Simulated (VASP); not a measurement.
An input for Quantum ESPRESSO's pw.x (written as the equivalent of a VASP run, and not itself run):

```
&CONTROL
  calculation = 'scf'
  pseudo_dir = './pseudo'
  outdir = './out'
  tprnfor = .true.
  tstress = .true.
/
&SYSTEM
  ibrav = 0
  nat = 2
  ntyp = 2
  ecutwfc = 82
  occupations = 'tetrahedra'
  input_dft = 'pbesol'
/
&ELECTRONS
  conv_thr = 7.3e-09
  electron_maxstep = 100
/
ATOMIC_SPECIES
  Zr 91.224 Zr.upf
  C 12.011 C.upf
CELL_PARAMETERS angstrom
     0.0000000    2.3360034    2.3360034
     2.3360034   -0.0000000    2.3360034
     2.3360034    2.3360034    0.0000000
ATOMIC_POSITIONS crystal
  Zr   0.0000000  0.0000000  0.0000000
  C    0.5000000  0.5000000  0.5000000
K_POINTS automatic
  15 15 15 0 0 0
```

### Question
Write the VASP files for the same calculation (PBEsol).

### Answer
One answer among several that fit: 
### POSCAR
```
ZrC
1.0
  0.0000000000   2.3360033741   2.3360033741
  2.3360033741   0.0000000000   2.3360033741
  2.3360033741   2.3360033741   0.0000000000
Zr C
1 1
Cart
  0.0000000000   0.0000000000   0.0000000000
  2.3360033741   2.3360033741   2.3360033741
```

### INCAR
```
SYSTEM = ZrC
PREC = Accurate; ENCUT = 520; LREAL = .False.
LASPH = .True.
EDIFF = 1E-7; NELM = 100; ALGO = Normal
LMAXMIX = 4
ISMEAR = -5
GGA = PS
ISIF = 2
LWAVE = .False.; LCHARG = .True.; LORBIT = 11
NEDOS = 601
```

KPOINTS:
```
Automatic mesh
0
Gamma
15 15 15
0 0 0
```

POTCAR, in this order: Zr_sv C (PBE.64 set). Program: vasp_std.

The two are equivalent in intent, not identical: the potentials are each code's own (VASP's PAW set, PseudoDojo norm-conserving files in pw.x), so ENCUT and ecutwfc are chosen apart and not converted; conv_thr bounds pw.x's estimated SCF error, while EDIFF bounds the energy change between steps.

The compound is ZrC in the rock salt structure. It was relaxed first.
